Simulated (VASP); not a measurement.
# HPbNO4 (P1) in VASP: a series of runs

One crystal, HPbNO4, is run at these levels: PBE, PBEsol, PBE0; tasks: band structure, density of states.

Everything below comes from runs of VASP 6.6.1. Logs are shortened: lines on timing, memory, paths and dates and some standing lists are left out, and cuts for length are marked.

## (1) The structure

The typed cell holds 7 atoms: a = 4.254 Å, b = 5.548 Å, c = 5.623 Å, α = 99.42°, β = 111.93°, γ = 111.96°.

The cell was built by a generator and needn't be a form met in nature.

## (2) Band structure, PBE

Input file POSCAR:

```
HPbNO4                                  
1.0
    4.2541454322     -0.0006852320      0.0087872495
   -2.0740927869      5.1456504194     -0.0246136077
   -2.1102913975     -1.8192997894      4.8845475497
  H               Pb              N               O             
     1     1     1     4
Direct
     0.9907988923381271    0.0350281883934687    0.9081961728982401
     0.5025078990500266    0.8163417119477384    0.1463103870646016
     0.0086429906910607    0.4747637734142980    0.5024424131459861
     0.9975367789312249    0.9267051432494066    0.0282778646318758
     0.1963818664636148    0.7380468785466627    0.6077295967131264
     0.8156347961535766    0.3593916593477525    0.2431957276963812
     0.0137167763723738    0.3287826451006720    0.6543278378497881
```

Input file INCAR.step1:

```
SYSTEM = HPbNO4
  PREC = Accurate
  ENCUT = 520
  EDIFF = 1E-6
  ISMEAR = -1
  SIGMA = 0.05
  LREAL = .FALSE.
  LASPH = .TRUE.
  NELM = 60
  ALGO = Fast
  ISIF = 2
  LWAVE = .FALSE.
  LCHARG = .TRUE.
  GGA = PE
  NBANDS = 31
  KPAR = 4
```

Input file KPOINTS.step1:

```
regular mesh
0
G
  8 6 6
  0 0 0
```

Input file INCAR.step2:

```
SYSTEM = HPbNO4
  PREC = Accurate
  ENCUT = 520
  EDIFF = 1E-6
  ISMEAR = 0
  SIGMA = 0.05
  LREAL = .FALSE.
  LASPH = .TRUE.
  NELM = 60
  ALGO = Fast
  ISIF = 2
  LWAVE = .FALSE.
  LCHARG = .FALSE.
  GGA = PE
  NBANDS = 31
  KPAR = 4
  ICHARG = 11
```

Input file KPOINTS.step2:

```
path XGY,LGZ,NGM,RG
10
line-mode
reciprocal
 0.0000000000  0.5000000000  0.0000000000  X
 0.0000000000  0.0000000000  0.0000000000  G

 0.0000000000  0.0000000000  0.0000000000  G
 0.0000000000  0.0000000000 -0.5000000000  Y

 0.0000000000  0.5000000000 -0.5000000000  L
 0.0000000000  0.0000000000  0.0000000000  G

 0.0000000000  0.0000000000  0.0000000000  G
-0.5000000000  0.0000000000  0.5000000000  Z

-0.5000000000  0.5000000000  0.5000000000  N
 0.0000000000  0.0000000000  0.0000000000  G

 0.0000000000  0.0000000000  0.0000000000  G
-0.5000000000  0.0000000000  0.0000000000  M

-0.5000000000  0.5000000000  0.0000000000  R
 0.0000000000  0.0000000000  0.0000000000  G
```

Potentials or basis: VASP PAW PBE potentials, release 64 (H, Pb_d, N, O).

Started as:

```
> cat potpaw_PBE.64/H/POTCAR potpaw_PBE.64/Pb_d/POTCAR potpaw_PBE.64/N/POTCAR potpaw_PBE.64/O/POTCAR > POTCAR
> cp INCAR.step1 INCAR
> cp KPOINTS.step1 KPOINTS
> mpirun -np 4 vasp_std > vasp.out
> cp INCAR.step2 INCAR
> cp KPOINTS.step2 KPOINTS
> mpirun -np 4 vasp_std > vasp.out
```

OUTCAR:

```text
SYSTEM = HPbNO4
   PREC = Accurate
   ENCUT = 520
   EDIFF = 1E-6
   ISMEAR = 0
   LREAL = .FALSE.
   LASPH = .TRUE.
   NELM = 60
   ISIF = 2
   GGA = PE
   ICHARG = 11

 ion  position               nearest neighbor table
   1  0.991  0.035  0.908-   4 0.97
   2  0.503  0.816  0.146-   4 2.34   4 2.34   6 2.66   5 2.69   7 2.89   7 3.01
   3  0.009  0.475  0.502-   7 1.27   5 1.27   6 1.27
   4  0.998  0.927  0.028-   1 0.97   2 2.34   2 2.34
   5  0.196  0.738  0.608-   3 1.27   2 2.69
   6  0.816  0.359  0.243-   3 1.27   2 2.66
   7  0.014  0.329  0.654-   3 1.27   2 2.89   2 3.01

  LATTYP: Found a triclinic cell.
 ALAT       =     5.6233429801
 B/A-ratio  =     1.5153353144
 C/A-ratio  =     0.7565170003
 COS(alpha) =     0.0029263843
 COS(beta)  =     0.3734263524
 COS(gamma) =     0.7664514426

  Lattice vectors:

 A1 = (   2.1102913975,   1.8192997894,  -4.8845475497)
 A2 = (   0.0361986106,   6.9649502088,  -4.9091611574)
 A3 = (   4.2541454322,  -0.0006852320,   0.0087872495)

Analysis of symmetry for initial positions (statically):
=====================================================================
 Subroutine PRICEL returns:
 Original cell was already a primitive cell.

 Routine SETGRP: Setting up the symmetry group for a
 triclinic supercell.

 Subroutine GETGRP returns: Found  1 space group operations
 (whereof  1 operations were pure point group operations)
 out of a pool of  2 trial point group operations.

The static configuration has the point symmetry C_1 .

Analysis of symmetry for dynamics (positions and initial velocities):
=====================================================================
 Subroutine PRICEL returns:
 Original cell was already a primitive cell.

 Routine SETGRP: Setting up the symmetry group for a
 triclinic supercell.

 Subroutine GETGRP returns: Found  1 space group operations
 (whereof  1 operations were pure point group operations)
 out of a pool of  2 trial point group operations.

The dynamic configuration has the point symmetry C_1 .

 Subroutine INISYM returns: Found  1 space group operations
 (whereof  1 operations are pure point group operations),
 and found     1 'primitive' translations

----------------------------------------------------------------------------------------

                                     Primitive cell

  volume of cell :     106.8555

  direct lattice vectors                    reciprocal lattice vectors
     4.254145432 -0.000685232  0.008787250     0.234797338  0.095296392  0.136934588
    -2.074092787  5.145650419 -0.024613608    -0.000118287  0.194637739  0.072443717
    -2.110291398 -1.819299789  4.884547550    -0.000422994  0.000809357  0.204845958

  length of vectors
     4.254154563  5.547989272  5.623342980     0.288031723  0.207682343  0.204847994

  position of ions in fractional coordinates (direct lattice)
     0.990798892  0.035028188  0.908196173
     0.502507899  0.816341712  0.146310387
     0.008642991  0.474763773  0.502442413
     0.997536779  0.926705143  0.028277865
     0.196381866  0.738046879  0.607729597
     0.815634796  0.359391659  0.243195728
     0.013716776  0.328782645  0.654327838

  ion indices of the primitive-cell ions
   primitive index   ion index
                 1           1
                 2           2
                 3           3
                 4           4
                 5           5
                 6           6
                 7           7

----------------------------------------------------------------------------------------

 KPOINTS: path XGY,LGZ,NGM,RG

Interpolating k-points between supplied coordinates.

 Line segments in fractional coordinates (reciprocal lattice):
    0.000000  0.500000  0.000000  ...  0.000000  0.000000  0.000000
    0.000000  0.000000  0.000000  ...  0.000000  0.000000 -0.500000
    0.000000  0.500000 -0.500000  ...  0.000000  0.000000  0.000000
    0.000000  0.000000  0.000000  ... -0.500000  0.000000  0.500000
   -0.500000  0.500000  0.500000  ...  0.000000  0.000000  0.000000
    0.000000  0.000000  0.000000  ... -0.500000  0.000000  0.000000
   -0.500000  0.500000  0.000000  ...  0.000000  0.000000  0.000000

 Generated    10 points on each line segment, for a total of     70 k-points:

 Following reciprocal coordinates:
            Coordinates               Weight
  0.000000  0.500000  0.000000      0.014286
  0.000000  0.444444  0.000000      0.014286
  0.000000  0.388889  0.000000      0.014286
  0.000000  0.333333  0.000000      0.014286
  0.000000  0.277778  0.000000      0.014286
  0.000000  0.222222  0.000000      0.014286
[... 16 lines left out ...]
  0.000000  0.388889 -0.388889      0.014286
  0.000000  0.333333 -0.333333      0.014286
 [... further k-points ...]
   k-points           NKPTS =     70   k-points in BZ     NKDIM =     70   number of bands    NBANDS=     31
   number of dos      NEDOS =    301   number of ions     NIONS =      7
   total plane-waves  NPLWV =  56448
   dimension x,y,z NGX =    32 NGY =   42 NGZ =   42
   dimension x,y,z NGXF=    64 NGYF=   84 NGZF=   84
   ions per type =               1   1   1   4
   NGX,Y,Z   is equivalent  to a cutoff of  12.51, 12.59, 12.42 a.u.
   NGXF,Y,Z  is equivalent  to a cutoff of  25.01, 25.17, 24.83 a.u.
 SYSTEM =  HPbNO4
   PREC   = accura    normal or accurate (medium, high low for compatibility)
   ISTART =      0    job   : 0-new  1-cont  2-samecut
   ICHARG =     11    charge: 1-file 2-atom 10-const
   ISPIN  =      1    spin polarized calculation?
   LNONCOLLINEAR =      F non collinear calculations
   LSORBIT =      F    spin-orbit coupling
   LASPH  =      T    aspherical Exc in radial PAW
   ENCUT  =  520.0 eV  38.22 Ry    6.18 a.u.   7.91 10.32 10.46*2*pi/ulx,y,z
   NELM   =     60;   NELMIN=  2; NELMDL=  0     # of ELM steps
   EDIFF  = 0.1E-05   stopping-criterion for ELM
   LREAL  =      F    real-space projection
   EDIFFG = 0.1E-04   stopping-criterion for IOM
   NSW    =      0    number of steps for IOM
   IBRION =     -1    ionic relax: 0-MD 1-quasi-New 2-CG
   NFREE  =      0    steps in history (QN), initial steepest desc. (CG)
   ISIF   =      2    stress and relaxation
   ISYM   =      2    0-nonsym 1-usesym 2-fastsym
   POTIM  = 0.5000    time-step for ionic-motion
   TEBEG  =    0.0;   TEEND  =   0.0 temperature during run
   PSTRESS=    0.0 pullay stress
   NELECT =      44.0000    total number of electrons
   NUPDOWN=      -1.0000    fix difference up-down
   EMIN   =  10.00;   EMAX   =-10.00  energy-range for DOS
   EFERMI =   0.00;   METHOD = LEGACY
   ISMEAR =     0;   SIGMA  =   0.05  broadening in eV -4-tet -1-fermi 0-gaus
   EFERMI_NEDOS =   21; number of points for ismear=-14 and -15
   IALGO  =     68    algorithm
   IMIX   =      4    mixing-type and parameters
     AMIX     =   0.40;   BMIX     =  1.00
     AMIX_MAG =   1.60;   BMIX_MAG =  1.00
  volume/ion in A,a.u.               =      15.27       103.01
  Fermi-wavevector in a.u.,A,eV,Ry     =   1.217942  2.301577 20.182657  1.483383
  Thomas-Fermi vector in A             =   2.353246
   LORBIT       =      0    0 simple, 1 ext, 2 COOP (PROOUT), +10 PAW based schemes
   GGA     = PE    functional components
   LHFCALC =     F    Hartree Fock is set to
   AEXX    =    0.0000 exact exchange contribution
   IVDW    =     0    specifies the selected vdW correction
   LEPSILON=     F    determine dielectric tensor
   LRPA    =     F    only Hartree local field effects (RPA)
 non-spin polarized calculation
 RMM-DIIS sequential band-by-band and
 Gauss-broadening in eV      SIGMA  =   0.05
  energy-cutoff  :      520.00
  volume of cell :      106.86
 maximum number of plane-waves:      2896
 NGX is ok and might be reduce to    32

 number of electron      44.0000002 magnetization

 Free energy of the ion-electron system (eV)
  ---------------------------------------------------
  ext. energy  EPLUGINS =         0.00000000
  ---------------------------------------------------
  free energy    TOTEN  =       -40.52804846 eV

  energy without entropy =      -40.52804846  energy(sigma->0) =      -40.52804846

 E-fermi :   0.8290     XC(G=0):  -8.3670

 val. band max:        0.5124432933   @ k =  -0.5000   0.0000   0.0000
 cond. band min:       3.3127372871   @ k =  -0.5000   0.0000   0.5000
 fundamental gap:      2.8002939938
 Fermi energy:         0.8290487629

 k-point     1 :       0.0000    0.5000    0.0000
  band No.  band energies     occupation
      1     -25.4673      2.00000
      2     -20.0338      2.00000
      3     -20.0131      2.00000
      4     -17.1979      2.00000
      5     -14.7903      2.00000
      6     -14.7758      2.00000
[... 23 lines left out ...]
     30      10.8281      0.00000
     31      12.7419      0.00000

 k-point     2 :       0.0000    0.4444    0.0000
  band No.  band energies     occupation
      1     -25.4674      2.00000
      2     -20.0333      2.00000
      3     -20.0130      2.00000
      4     -17.1981      2.00000
      5     -14.7896      2.00000
      6     -14.7754      2.00000
[... 23 lines left out ...]
     30      10.8754      0.00000
     31      12.5035      0.00000

 k-point     3 :       0.0000    0.3889    0.0000
  band No.  band energies     occupation
      1     -25.4678      2.00000
      2     -20.0318      2.00000
      3     -20.0127      2.00000
      4     -17.1990      2.00000
      5     -14.7876      2.00000
      6     -14.7741      2.00000
[... 23 lines left out ...]
     30      11.0094      0.00000
     31      12.4647      0.00000

 k-point     4 :       0.0000    0.3333    0.0000
  band No.  band energies     occupation
      1     -25.4685      2.00000
      2     -20.0297      2.00000
      3     -20.0122      2.00000
      4     -17.2003      2.00000
      5     -14.7845      2.00000
      6     -14.7722      2.00000
[... 23 lines left out ...]
     30      11.2047      0.00000
     31      12.3028      0.00000

 k-point     5 :       0.0000    0.2778    0.0000
  band No.  band energies     occupation
      1     -25.4693      2.00000
      2     -20.0273      2.00000
      3     -20.0115      2.00000
      4     -17.2019      2.00000
      5     -14.7806      2.00000
      6     -14.7698      2.00000
[... 23 lines left out ...]
     30      11.4265      0.00000
     31      12.2274      0.00000
[... 542 lines left out ...]
     30      12.2746      0.00000
     31      12.7993      0.00000

 k-point    22 :       0.0000    0.4444   -0.4444
  band No.  band energies     occupation
      1     -25.4670      2.00000
      2     -20.0277      2.00000
      3     -20.0180      2.00000
      4     -17.2062      2.00000
      5     -14.7713      2.00000
      6     -14.7668      2.00000
[... 23 lines left out ...]
     30      12.2383      0.00000
     31      12.7227      0.00000

 k-point    23 :       0.0000    0.3889   -0.3889
  band No.  band energies     occupation
      1     -25.4675      2.00000
      2     -20.0264      2.00000
      3     -20.0176      2.00000
      4     -17.2060      2.00000
      5     -14.7705      2.00000
      6     -14.7665      2.00000
[... 23 lines left out ...]
     30      12.1046      0.00000
     31      12.5898      0.00000

 k-point    24 :       0.0000    0.3333   -0.3333
  band No.  band energies     occupation
      1     -25.4682      2.00000
      2     -20.0247      2.00000
      3     -20.0169      2.00000
      4     -17.2058      2.00000
      5     -14.7694      2.00000
      6     -14.7661      2.00000
[... 23 lines left out ...]
     30      11.9588      0.00000
     31      12.3932      0.00000

 [... further k-points ...]
[... 5 lines left out ...]
  --------------------------------------------------------------------------------------
  -------------------------------------------------------------------------------------
  Total        2.0764824      0.2401247     -0.3801527      0.0143643     -0.5683632      0.0212787
  in kB       31.1344947      3.6003968     -5.6999584      0.2153768     -8.5219609      0.3190498
  external PRESSURE =       9.6783110 kB  Pullay stress =       0.0000000 kB

 VOLUME and BASIS-vectors are now :
 -----------------------------------------------------------------------------
  energy-cutoff  :      520.00
  volume of cell :      106.86
      direct lattice vectors                 reciprocal lattice vectors
     4.254145432 -0.000685232  0.008787250     0.234797338  0.095296392  0.136934588
    -2.074092787  5.145650419 -0.024613608    -0.000118287  0.194637739  0.072443717
    -2.110291398 -1.819299789  4.884547550    -0.000422994  0.000809357  0.204845958

 POSITION                                       TOTAL-FORCE (eV/Angst)
 -----------------------------------------------------------------------------------
      2.22579     -1.47272      4.44397         0.000361      0.166209     -0.134703
      0.13582      3.93408      0.69898         0.007330      0.405045     -0.284924
     -2.00824      1.52887      2.44259         0.001086      0.060338     -0.049168
      2.26192      4.71637      0.12408        -0.000073     -0.557933      0.395744
     -1.97783      2.69195      2.95204         0.022934      0.128427      0.112041
      2.21120      1.40630      1.18622        -0.023573     -0.035365     -0.141793
     -2.00439      0.50137      3.18812        -0.008064     -0.166721      0.102803
 -----------------------------------------------------------------------------------
    total drift:                               -0.000853     -0.126599      0.097683

  FREE ENERGIE OF THE ION-ELECTRON SYSTEM (eV)
  ---------------------------------------------------
  free  energy   TOTEN  =       -40.5280484620 eV

  energy  without entropy=      -40.5280484620  energy(sigma->0) =      -40.52804846
```

Run time: 5.9 min. Hardware: 4 MPI ranks of Intel Xeon Platinum 8375C at 2.90GHz (Ice Lake), shared host; peak memory 0.55 GiB.

Results:

```
Band gap on the k mesh  : 2.70 eV, indirect (least direct gap 3.05 eV)
Band gap along the path : 2.80 eV, indirect (least direct gap 3.07 eV)
```

Levels at the corners of the path, in eV from the valence-band top:
| point | band 20 | band 21 | band 22 | band 23 | band 24 | band 25 |
| --- | --- | --- | --- | --- | --- | --- |
| X | -1.51 | -1.05 | -0.83 | 3.05 | 4.08 | 4.85 |
| Γ | -2.09 | -1.03 | -0.43 | 3.21 | 4.52 | 5.21 |
| Γ | -2.09 | -1.03 | -0.43 | 3.21 | 4.52 | 5.21 |
| Y | -1.53 | -1.02 | -0.84 | 3.06 | 3.96 | 5.00 |
| L | -1.63 | -0.97 | -0.67 | 2.97 | 3.58 | 5.38 |
| Γ | -2.09 | -1.03 | -0.43 | 3.21 | 4.52 | 5.21 |
| Γ | -2.09 | -1.03 | -0.43 | 3.21 | 4.52 | 5.21 |
| Z | -0.86 | -0.46 | -0.33 | 2.80 | 5.29 | 5.32 |
| N | -1.18 | -0.72 | -0.03 | 3.06 | 4.25 | 5.50 |
| Γ | -2.09 | -1.03 | -0.43 | 3.21 | 4.52 | 5.21 |
| Γ | -2.09 | -1.03 | -0.43 | 3.21 | 4.52 | 5.21 |
| M | -1.20 | -0.73 | 0.00 | 3.07 | 4.24 | 5.48 |
| R | -0.88 | -0.46 | -0.32 | 2.81 | 5.28 | 5.34 |
| Γ | -2.09 | -1.03 | -0.43 | 3.21 | 4.52 | 5.21 |

Caveat: the log is that of the step along the path at fixed density, whose energy, stress, charges and moments have no meaning; spin-orbit coupling is left out, which as a rule narrows the gap of such compounds by several tenths of an eV.

(Part 1 of 2 ends here.)
